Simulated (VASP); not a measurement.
A run of VASP 6.6.1 is set up as follows.

File POSCAR:

```
BaAs
1.0
    0.0000000000      3.1190260000      3.1190260000
    3.1190260000      0.0000000000      3.1190260000
    3.1190260000      3.1190260000      0.0000000000
Ba As
1 1
Direct
    0.0000000000      0.0000000000      0.0000000000
    0.5000000000      0.5000000000      0.5000000000
```

The input INCAR.step1:

```
SYSTEM = BaAs
PREC = Accurate ; ENCUT = 520
ISMEAR = -1 ; SIGMA = 0.1253
LREAL = .False. ; LASPH = .True.
NELM = 80 ; GGA = PE
ALGO = Normal ; EDIFF = 1E-4
LWAVE = .True. ; LCHARG = .False.
```

File INCAR.step2:

```
SYSTEM = BaAs
PREC = Accurate ; ENCUT = 520
EDIFF = 1E-6 ; ISMEAR = -1
SIGMA = 0.1253 ; LREAL = .False.
LASPH = .True. ; NELM = 80
ALGO = Normal ; ISIF = 2
LWAVE = .False. ; LCHARG = .False.
METAGGA = R2SCAN ; LMIXTAU = .True.
IBRION = 2 ; NSW = 100
EDIFFG = -0.03 ; ISTART = 1
```

Contents of KPOINTS:

```
Automatic mesh
0
Gamma
  9 9 9
  0 0 0
```

Potentials or basis: VASP PAW PBE potentials, release 64 (Ba_sv, As).

The run is started by

```sh
$ cat potpaw_PBE.64/Ba_sv/POTCAR potpaw_PBE.64/As/POTCAR > POTCAR
$ cp INCAR.step1 INCAR
$ mpirun -np 1 vasp_std > vasp.out
$ cp INCAR.step2 INCAR
$ mpirun -np 1 vasp_std > vasp.out
```

**Question.** Estimate the band gap on the k mesh.

**Answer.** None (metal or under the smearing width).

Final structure:
```xyz
2
Lattice="0.0000 3.1190 3.1190 3.1190 0.0000 3.1190 3.1190 3.1190 0.0000" Properties=species:S:1:pos:R:3 pbc="T T T"
Ba    0.0000    0.0000    0.0000
As    3.1190    3.1190    3.1190
```

Caveat: the relaxation stopped at its first step, so nothing moved. Spin-orbit coupling is left out, which matters for the levels of Ba.
